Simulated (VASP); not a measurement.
```
CELL_PARAMETERS angstrom
      5.75601     0.00000     0.00000
      0.00000     3.73003     0.00000
      0.00000     0.00000     6.11156
ATOMIC_POSITIONS crystal
  Ge 0.81393 0.75000 0.58801
  Ge 0.18607 0.25000 0.41199
  Ge 0.68607 0.25000 0.08801
  Ge 0.31393 0.75000 0.91199
  Pt 0.00185 0.75000 0.19271
  Pt 0.99815 0.25000 0.80729
  Pt 0.49815 0.25000 0.69271
  Pt 0.50185 0.75000 0.30729
```

Computed with PBE GGA, VASP's PBE PAW potentials (set 64) (plane waves; VASP). Run with 300 eV cut-off, 3×5×3 Γ-centred mesh, Fermi-Dirac smearing of 0.10 eV, potentials Ge_d Pt.

Q: Give the energies of bands 41 to 54 at the high-symmetry points, in eV from the Fermi level.

A: 
```
band      Γ      X      S      Y      Z      U      R      T
----  -----  -----  -----  -----  -----  -----  -----  -----
41    -2.94  -3.31  -2.88  -3.04  -2.83  -3.04  -2.95  -3.00
42    -2.93  -3.31  -2.88  -3.04  -2.83  -3.04  -2.95  -3.00
43    -2.77  -2.63  -2.88  -2.62  -2.82  -2.83  -2.95  -2.66
44    -2.63  -2.63  -2.88  -2.62  -2.82  -2.83  -2.95  -2.66
45    -2.42  -2.42  -1.84  -2.51  -1.77  -1.28  -2.43  -2.45
46    -1.46  -2.42  -1.84  -2.51  -1.77  -1.28  -2.43  -2.45
47    -1.39   0.03  -1.84  -1.56   0.03   0.76  -2.43  -2.12
48    -0.89   0.03  -1.84  -1.56   0.03   0.76  -2.43  -2.12
49     0.72   1.30   0.62  -0.11   1.06   1.81   2.47   0.54
50     0.93   1.30   0.62  -0.11   1.06   1.81   2.47   0.54
51     2.99   2.32   0.62   2.11   1.90   2.63   2.47   1.07
52     3.22   2.32   0.62   2.11   1.90   2.63   2.47   1.07
53     3.41   4.07   4.17   2.23   4.19   2.80   3.09   1.77
54     3.74   4.07   4.17   2.23   4.19   2.80   3.09   1.77
```

It has no gap at this level: it comes out as a metal or semimetal.

The structure comes from a computed database's GePt entry (Pnma); how it stands against other phases isn't given here. The cell was not relaxed at this level. The k-mesh is coarse (spacing up to 0.36 per Å, 2π included), so the numbers may not be converged in it.
